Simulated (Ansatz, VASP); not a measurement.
# VICl (1T-VClI bilayer, like faces together): VASP beside Ansatz, part 2 of 2

Wanted: the spread between two codes on one cell, functional and k mesh. Of the first pair: The structure shown is the start of the Ansatz relaxation below; VASP solves that cell, so the two are compared at the walk's first step.

VASP 6.6.1 and Ansatz 0.2.0.

So far: Set-up; Ansatz: relaxation, PBE with D3(BJ).

### Step 3. VASP: single point, PBE with D3(BJ), start cell, pair 1

Level of this step: PBE with D3(BJ), spin-polarised from an antiferromagnetic start; plane waves and PAW (I, V_sv, Cl) (VASP).

The same cell, functional, mesh and smearing now go to VASP, with its own data sets.

Lines of VASP's logs that name or quote its potential files are left out, and so is its time.

INCAR

```
SYSTEM = VICl
PREC = Accurate
ENCUT = 400
EDIFF = 1E-06
NELM = 200
ISMEAR = -1
SIGMA = 0.05
LREAL = .FALSE.
ALGO = Normal
GGA = PE
IVDW = 12
NBANDS = 36
ISPIN = 2
MAGMOM = -0.03 0.03 2.47 -2.47 0 -0
LASPH = .TRUE.
LMAXMIX = 4
LORBIT = 11
LWAVE = .FALSE.
LCHARG = .FALSE.
ISIF = 2
LDIPOL = .TRUE.
IDIPOL = 3
DIPOL = 0.5 0.5 0.5
LVHAR = .TRUE.
GGA_COMPAT = .FALSE.
NELMDL = -8
KPAR = 2
```

POSCAR

```
VICl
1.0
    3.7825660000      0.0000000000      0.0000000000
   -1.8912830000      3.2757980000      0.0000000000
    0.0000000000      0.0000000000     49.4111350000
I V Cl
2 2 2
Direct
    0.6666667175      0.3333334351      0.4067908984
    0.0000000000      0.0000000000      0.5932091016
    0.0000000000      0.0000000000      0.4442748381
    0.3333332825      0.6666665649      0.5557251417
    0.3333332825      0.6666665649      0.4686305425
    0.6666667175      0.3333334351      0.5313694373
```

KPOINTS

```
Automatic mesh
0
Gamma
12 12 1
0 0 0
```

PAW data sets: I, V_sv and Cl (PBE family, release 64).

Run with:

```bash
> mpirun -np 2 vasp_std
```

Numbers of over 12 decimals in the logs are rounded to 6 here.

What it wrote:

```text
[banner, memory and clock lines left out]
running    2 mpi-ranks, on    1 nodes
 distrk:  each k-point on    1 cores,    2 groups
 distr:  one band on    1 cores,    1 groups

 POSCAR found type information on POSCAR I V Cl
 POSCAR found :  3 types and       6 ions
 LDA part: xc-table for (Slater+PW92), standard interpolation
 POSCAR, INCAR and KPOINTS ok, starting setup
 FFT: planning ... GRIDC
 FFT: planning ... GRID_SOFT
 FFT: planning ... GRID
 WAVECAR not read
 entering main loop
       N       E                     dE             d eps       ncg     rms          rms(c)
DAV:   1     0.392295825211E+03    0.39230E+03   -0.22467E+04  3648   0.909E+02
DAV:   2     0.186110958012E+02   -0.37368E+03   -0.36678E+03  3676   0.257E+02
DAV:   3    -0.273902777860E+02   -0.46001E+02   -0.45452E+02  3372   0.802E+01
DAV:   4    -0.291520540837E+02   -0.17618E+01   -0.17503E+01  3588   0.171E+01
DAV:   5    -0.291938469053E+02   -0.41793E-01   -0.41748E-01  3584   0.259E+00
DAV:   6    -0.291947381748E+02   -0.89127E-03   -0.89107E-03  3584   0.354E-01
DAV:   7    -0.291947781052E+02   -0.39930E-04   -0.39927E-04  3612   0.702E-02
DAV:   8    -0.291947801389E+02   -0.20337E-05   -0.20334E-05  2996   0.144E-02    0.150E+01
DAV:   9    -0.289924762750E+02    0.20230E+00   -0.12770E+01  3412   0.207E+01    0.859E+00
DAV:  10    -0.290127965813E+02   -0.20320E-01   -0.16443E+00  3352   0.108E+01    0.520E+00
DAV:  11    -0.289981454941E+02    0.14651E-01   -0.25250E-01  3104   0.264E+00    0.225E+00
DAV:  12    -0.288363410689E+02    0.16180E+00   -0.11926E-01  3240   0.225E+00    0.758E-01
DAV:  13    -0.288369157192E+02   -0.57465E-03   -0.10171E-02  3432   0.495E-01    0.407E-01
DAV:  14    -0.288599057282E+02   -0.22990E-01   -0.33185E-03  3240   0.208E-01    0.263E-01
[...]
DAV:  25    -0.291283377254E+02   -0.12211E-03   -0.15624E-06  2784   0.348E-03    0.187E-03
DAV:  26    -0.291283630783E+02   -0.25353E-04   -0.13545E-06  2588   0.287E-03    0.110E-03
DAV:  27    -0.291283745016E+02   -0.11423E-04   -0.16769E-06  2692   0.261E-03    0.831E-04
DAV:  28    -0.291283974718E+02   -0.22970E-04   -0.77624E-07  2536   0.172E-03    0.499E-04
DAV:  29    -0.291284206298E+02   -0.23158E-04   -0.11559E-06  2572   0.181E-03    0.343E-04
DAV:  30    -0.291284300542E+02   -0.94244E-05   -0.14721E-07  2292   0.788E-04    0.308E-04
DAV:  31    -0.291284335914E+02   -0.35372E-05   -0.26769E-08  1780   0.417E-04    0.147E-04
DAV:  32    -0.291284345586E+02   -0.96716E-06   -0.57175E-09  1796   0.240E-04
   1 F= -.30781040E+02 E0= -.30781036E+02  d E =-.797443E-05  mag=    -0.0000
```

Parts of OUTCAR (step 3):

```text
ion  position               nearest neighbor table
   1  0.667  0.333  0.407-   3 2.86   3 2.86   3 2.86
   2  0.000  0.000  0.593-   4 2.86   4 2.86   4 2.86
   3  0.000  0.000  0.444-   5 2.49   5 2.49   5 2.49   1 2.86   1 2.86   1 2.86
   4  0.333  0.667  0.556-   6 2.49   6 2.49   6 2.49   2 2.86   2 2.86   2 2.86
   5  0.333  0.667  0.469-   3 2.49   3 2.49   3 2.49
   6  0.667  0.333  0.531-   4 2.49   4 2.49   4 2.49

  LATTYP: Found a hexagonal cell.
 ALAT       =     3.7825660000
 C/A-ratio  =    13.0628612957

 Subroutine GETGRP returns: Found  6 space group operations
 (whereof  6 operations were pure point group operations)

The static configuration has the point symmetry C_3v.

 Found     19 irreducible k-points:

   k-points           NKPTS =     19   k-points in BZ     NKDIM =     19   number of bands    NBANDS=     36

   dimension x,y,z NGX =    28 NGY =   28 NGZ =  324
   dimension x,y,z NGXF=    56 NGYF=   56 NGZF=  648

   ENCUT  =  400.0 eV  29.40 Ry    5.42 a.u.   6.17  6.17 80.58*2*pi/ulx,y,z

   NELECT =      54.0000    total number of electrons

 k-points in reciprocal lattice and weights: Automatic mesh
   0.00000000  0.00000000  0.00000000       0.007
   0.08333333  0.00000000  0.00000000       0.042
   0.16666667 -0.00000000  0.00000000       0.042
   0.25000000 -0.00000000  0.00000000       0.042
   0.33333333 -0.00000000  0.00000000       0.042
   0.41666667 -0.00000000  0.00000000       0.042
   0.50000000 -0.00000000  0.00000000       0.021
   0.08333333  0.08333333  0.00000000       0.042
   0.16666667  0.08333333  0.00000000       0.083
[...]
0.33333333  0.25000000  0.00000000       0.083
   0.33333333  0.33333333  0.00000000       0.014

 dipolmoment           0.000000      0.000000      0.001383 electrons x Angstroem

 average (electrostatic) potential at core
       1 -98.3790       2 -98.3588       3 -81.6271       4 -81.6058       5 -98.9290
       6 -98.9080

 E-fermi :  -1.2892

 spin component 1
 k-point     1 :       0.0000    0.0000    0.0000
  band No.  band energies     occupation
    ...
     23      -3.1910      1.00000
     24      -3.1909      1.00000
     25      -2.5262      1.00000
     26      -2.5262      1.00000
     27      -2.1891      1.00000
     28      -0.2701      0.00000
     29      -0.2701      0.00000
     30       0.0263      0.00000
     31       0.0263      0.00000
     32       0.3334      0.00000
    ...

 k-point     2 :       0.0833    0.0000    0.0000
  band No.  band energies     occupation
    ...
     23      -3.4786      1.00000
     24      -3.2860      1.00000
     25      -2.4958      1.00000
     26      -2.4109      1.00000
     27      -2.0899      1.00000
     28      -0.4472      0.00000
     29      -0.2998      0.00000
     30      -0.0041      0.00000
     31       0.1251      0.00000
     32       0.3992      0.00000
    ...

 k-point     3 :       0.1667   -0.0000    0.0000
  band No.  band energies     occupation
    ...
     23      -3.7620      1.00000
     24      -3.5186      1.00000
     25      -2.5439      1.00000
     26      -2.2248      1.00000
     27      -1.9858      1.00000
     28      -0.6573      0.00000
     29      -0.3525      0.00000
     30      -0.0931      0.00000
     31       0.3388      0.00000
     32       0.3558      0.00000
    ...

 k-point     4 :       0.2500   -0.0000    0.0000
  band No.  band energies     occupation
    ...
     23      -4.0382      1.00000
     24      -3.7910      1.00000
     25      -2.6346      1.00000
     26      -2.0944      1.00000
     27      -1.9603      1.00000
     28      -0.6564      0.00000
     29      -0.3741      0.00000
     30      -0.2278      0.00000
     31       0.2940      0.00000
     32       0.5598      0.00000
    ...

 k-point     5 :       0.3333   -0.0000    0.0000
  band No.  band energies     occupation
    ...
     23      -4.2558      1.00000
     24      -4.0277      1.00000
     25      -2.7133      1.00000
     26      -2.0246      1.00000
     27      -1.9513      1.00000
     28      -0.5110      0.00000
     29      -0.3656      0.00000
     30      -0.3620      0.00000
     31       0.4462      0.00000
     32       0.6259      0.00000
    ...

 k-point     6 :       0.4167   -0.0000    0.0000
  band No.  band energies     occupation
    ...
     23      -4.3928      1.00000
     24      -4.1843      1.00000
     25      -2.7581      1.00000
     26      -1.9901      1.00000
     27      -1.9558      1.00000
     28      -0.4842      0.00000
     29      -0.3436      0.00000
     30      -0.3000      0.00000
     31       0.6530      0.00000
     32       0.7095      0.00000
    ...

 Edisp (eV)   -1.65261

  Total      -0.14430    -0.14430    -2.47216     0.00000     0.00000     0.00000
  in kB      -0.37762    -0.37762    -6.46933     0.00000     0.00000     0.00000
  external pressure =       -2.41 kB  Pullay stress =        0.00 kB

  energy-cutoff  :      400.00
  volume of cell :      612.25
      direct lattice vectors                 reciprocal lattice vectors
     3.782566000  0.000000000  0.000000000     0.264370800  0.152634564  0.000000000
    -1.891283000  3.275798000  0.000000000     0.000000000  0.305269128  0.000000000
     0.000000000  0.000000000 49.411135000     0.000000000  0.000000000  0.020238353

 POSITION                                       TOTAL-FORCE (eV/Angst)
 -----------------------------------------------------------------------------------
      1.89128      1.09193     20.10000        -0.000000     -0.000000      0.564412
      0.00000      0.00000     29.31114        -0.000000     -0.000000     -0.564973
      0.00000      0.00000     21.95212        -0.000000     -0.000000     -0.617336
      0.00000      2.18386     27.45901         0.000000     -0.000000      0.621168
      0.00000      2.18386     23.15557         0.000000      0.000000      0.111982
      1.89128      1.09193     26.25557         0.000000      0.000000     -0.115253
 -----------------------------------------------------------------------------------
    total drift:                               -0.000001      0.000480      0.000344

  FREE ENERGIE OF THE ION-ELECTRON SYSTEM (eV)
  ---------------------------------------------------
  free  energy   TOTEN  =       -30.7810402671 eV

  energy  without entropy=      -30.7810322927  energy(sigma->0) =      -30.78103628

 vacuum level on the upper side and lower side of the slab         2.462         2.442

 total charge
# of ion       s       p       d       tot
------------------------------------------
    1        1.509   2.803   0.025   4.338
    2        1.509   2.803   0.025   4.338
    3        2.151   6.095   3.100  11.345
    4        2.151   6.095   3.100  11.345
    5        1.593   3.536   0.000   5.129
    6        1.593   3.536   0.000   5.130
--------------------------------------------------
tot         10.507  24.869   6.250  41.625

 magnetization (x)
# of ion       s       p       d       tot
------------------------------------------
    1       -0.001  -0.040   0.008  -0.033
    2        0.001   0.040  -0.008   0.034
    3        0.026   0.019   2.583   2.628
    4       -0.026  -0.019  -2.583  -2.628
    5       -0.002  -0.020   0.000  -0.022
    6        0.002   0.020   0.000   0.022
--------------------------------------------------
tot         -0.000  -0.000  -0.001  -0.001

[... 6 further parts left out ...]
```

### Step 4. Differences

Known differences besides the potentials themselves: VASP starts from the moments at which Ansatz ended; Ansatz cuts the interaction across the vacuum, VASP repeats the sheet with a dipole correction; the data sets hold 74 valence electrons in Ansatz (on its default PAW (the set named soft_2) files) and 54 in VASP; the cutoff is 420 eV in Ansatz and 400 eV in VASP. Total energies have different zeros and are not compared.

Forces (eV/Å; atoms numbered as in POSCAR):

| atom | Ansatz x, y, z | VASP x, y, z |
| --- | --- | --- |
| I1 | 0.000, 0.000, 0.567 | 0.000, 0.000, 0.564 |
| I2 | 0.000, 0.000, -0.568 | 0.000, 0.000, -0.565 |
| V3 | 0.000, 0.000, -0.606 | 0.000, 0.000, -0.617 |
| V4 | 0.000, 0.000, 0.609 | 0.000, 0.000, 0.621 |
| Cl5 | 0.000, 0.000, 0.097 | 0.000, 0.000, 0.112 |
| Cl6 | 0.000, 0.000, -0.100 | 0.000, 0.000, -0.115 |

The forces differ by 6.3 meV/Å r.m.s., which is 2.2 % of the r.m.s. force of 0.282 eV/Å (both taken over all components). Moments aren't recorded for both runs of this pair, so they may hold unlike magnetic states. With vacuum in the cell, a pressure given here is an average over mostly empty space and none of the material.

### Step 5. Ansatz: relaxation, PBE with D3(BJ)

This run makes the geometry at which the two programs are then compared.

The structure compared here is the end of the Ansatz relaxation.

input.yaml

```yaml
crystal:
  lattice:
    - [3.7825655, 0.0, 0.0]
    - [-1.89128275, 3.2757978145, 0.0]
    - [0.0, 0.0, 49.4111348609]
  atoms:
    - { symbol: I, position: [0.6666666667, 0.3333333333, 0.4067908996] }
    - { symbol: V, position: [0.0, 0.0, 0.4442748485], spin: 1.0 }
    - { symbol: Cl, position: [0.3333333333, 0.6666666667, 0.4686305525] }
    - { symbol: I, position: [0.0, 0.0, 0.5932091004] }
    - { symbol: V, position: [0.3333333333, 0.6666666667, 0.5557251515], spin: 1.0 }
    - { symbol: Cl, position: [0.6666666667, 0.3333333333, 0.5313694475] }
  periodic: [true, true, false]
magnetization:
  spin_polarized: true
kpoints:
  mp_grid: { grid: [12, 12, 1] }
hamiltonian:
  xc: pbe
  dispersion: d3bj
scf:
  occupations: { method: fermi_dirac, width: 0.05 }
  convergence: { dr2_threshold: 1.0e-09 }
relax:
  f_tol: 0.004
  max_steps: 90
  cell: {}
output:
  write_potential: true
  write_density: true
  volumetric_format: npy
```

Run with:

```bash
> ansatz run input.yaml --threads 4 --pin off --max-ram 6144MiB --backend cpu --events-out ev --progress --plain --runs-dir out
```

What it wrote:

```text
[...]
Crystal: 6 atoms, lattice volume = 612.249 Å³
Basis set: ecut = 420 eV, 12021 PW (Γ), exchange–correlation on 54×54×720 points (8 copies of the dense FFT grid, shifted against one another)
Bands: 46, of which v1, the nominal top of the filled ones, is band 37 counted from 1 (36 counted from 0)
[...]
- [-1.920024, 3.325579, 0]
    - [0, 0, 49.4111348609]
  atoms:
    - { symbol: I, position: [0.666667, 0.333333, 0.412104] }
    - { symbol: V, position: [1.9747159714257022e-18, 0, 0.446317] }
    - { symbol: Cl, position: [0.333333, 0.666667, 0.470945] }
    - { symbol: I, position: [-5.134530956691204e-18, 0, 0.587899] }
    - { symbol: V, position: [0.333333, 0.666667, 0.553693] }
    - { symbol: Cl, position: [0.666667, 0.333333, 0.529042] }
[key lines of the parts left out:]
SCF converged after 4 iterations
Magnetization: 0.0000 μB (37.0000 up, 37.0000 down)
Free energy (F): -23015.813585 eV
Fermi energy:    -3.591814 eV
P = ½ c Tr σ = 0.0203 N/m
```

### Step 6. VASP: single point, PBE with D3(BJ), relaxed cell, pair 2

The same cell, functional, mesh and smearing now go to VASP, with its own data sets.

INCAR is that of step 3.

POSCAR

```
VICl
1.0
    3.8400474932      0.0000000000      0.0000000000
   -1.9200237466      3.3255786808      0.0000000000
    0.0000000000      0.0000000000     49.4111348609
I V Cl
2 2 2
Direct
    0.6666666667      0.3333333333      0.4121038174
    0.0000000000      0.0000000000      0.5878985023
    0.0000000000      0.0000000000      0.4463172790
    0.3333333333      0.6666666667      0.5536933215
    0.3333333333      0.6666666667      0.4709452924
    0.6666666667      0.3333333333      0.5290417874
```

KPOINTS is that of step 3.

Run with:

```bash
> mpirun -np 2 vasp_std
```

What it wrote:

```text
[... set-up lines as in an earlier step ...]
 entering main loop
       N       E                     dE             d eps       ncg     rms          rms(c)
DAV:   1     0.404256481661E+03    0.40426E+03   -0.22287E+04  3592   0.907E+02
DAV:   2     0.214090645936E+02   -0.38285E+03   -0.37553E+03  3720   0.257E+02
DAV:   3    -0.273529170918E+02   -0.48762E+02   -0.48235E+02  3396   0.816E+01
DAV:   4    -0.291870656147E+02   -0.18341E+01   -0.18228E+01  3540   0.176E+01
[...]
DAV:  24    -0.292183098358E+02   -0.81078E-03   -0.13819E-05  2872   0.899E-03    0.267E-03
DAV:  25    -0.292185465828E+02   -0.23675E-03   -0.38268E-06  2808   0.473E-03    0.181E-03
DAV:  26    -0.292185470955E+02   -0.51265E-06   -0.18540E-07  2232   0.148E-03
   1 F= -.30883733E+02 E0= -.30883730E+02  d E =-.571794E-05  mag=    -0.0001
```

From OUTCAR (step 6):

```text
 Edisp (eV)   -1.66519

  Total      -0.26645    -0.26645    -0.28588     0.00000     0.00000     0.00000
  in kB      -0.67655    -0.67655    -0.72588     0.00000     0.00000     0.00000
  external pressure =       -0.69 kB  Pullay stress =        0.00 kB

 POSITION                                       TOTAL-FORCE (eV/Angst)
 -----------------------------------------------------------------------------------
      1.92002      1.10853     20.36252        -0.000000      0.000000     -0.003565
      0.00000      0.00000     29.04873         0.000000      0.000000      0.004433
      0.00000      0.00000     22.05304         0.000000      0.000000     -0.011575
     -0.00000      2.21705     27.35862        -0.000000      0.000000      0.011076
     -0.00000      2.21705     23.26994        -0.000000     -0.000000      0.014772
      1.92002      1.10853     26.14056         0.000000     -0.000000     -0.015140
 -----------------------------------------------------------------------------------
    total drift:                               -0.000000      0.000000     -0.000834

  FREE ENERGIE OF THE ION-ELECTRON SYSTEM (eV)
  ---------------------------------------------------
  free  energy   TOTEN  =       -30.8837328252 eV

  energy  without entropy=      -30.8837271072  energy(sigma->0) =      -30.88372997

 magnetization (x)
# of ion       s       p       d       tot
------------------------------------------
    1       -0.002  -0.049   0.012  -0.039
    2        0.002   0.049  -0.012   0.039
    3        0.029   0.020   2.583   2.631
    4       -0.029  -0.020  -2.584  -2.632
    5       -0.002  -0.018   0.000  -0.020
    6        0.002   0.017   0.000   0.019
--------------------------------------------------
tot         -0.000  -0.001  -0.001  -0.002

[... 1 part as in an earlier step ...]

[... 2 further parts left out ...]
[key lines of the parts left out:]
E-fermi :  -1.2398
```

### Step 7. Differences

What differs besides the data sets and the points named for the pairs above, as far as they apply: the data sets hold 74 valence electrons in Ansatz (on its default PAW (the set named soft_2) files) and 54 in VASP; site moments are counted in spheres of each program's own size. Total energies have different zeros and are not compared.

Compared:

| quantity | Ansatz | VASP | difference |
| --- | --- | --- | --- |
| moment on V4 (μB) | -2.47 | -2.63 | +0.16 |
| moment on V3 (μB) | 2.47 | 2.63 | -0.16 |

At this near-relaxed geometry the largest component of a force difference is 14 meV/Å. With vacuum in the cell, a pressure given here is an average over mostly empty space and none of the material.

### Step 8. Summary of results

```
r.m.s. force difference (single point, PBE with D3(BJ), start cell, pair 1)      : 2.2 % of the r.m.s. force
difference in moment on V3 (single point, PBE with D3(BJ), relaxed cell, pair 2) : -0.16 μB
r.m.s. force difference (single point, PBE with D3(BJ), relaxed cell, pair 2)    : 6.3 meV/Å
```

What this shows: The r.m.s. force difference is 2.2 % of the r.m.s. force (single point, PBE with D3(BJ), start cell, pair 1), within the 3 % picked in this series as the mark of a large difference. The data sets hold unlike numbers of valence electrons (74 in Ansatz and 54 in VASP), so part of the differences comes from the potentials. Such differences can come from data sets, numerical settings and the points named under the comparisons, not from the functional's error against experiment.

[Lines on the potential files, build, host, timing and source positions are cut from VASP's logs without a mark.]

[Logs are printed without paths, hosts, clocks, repeated set-up lines and the standing remarks that a program may print on its own settings, such as how far it seeks lower states.]

[Hosts, paths, dates, database ids (printed as entryN), source tags and the programs' standing remarks are cut or masked in the printed files.]
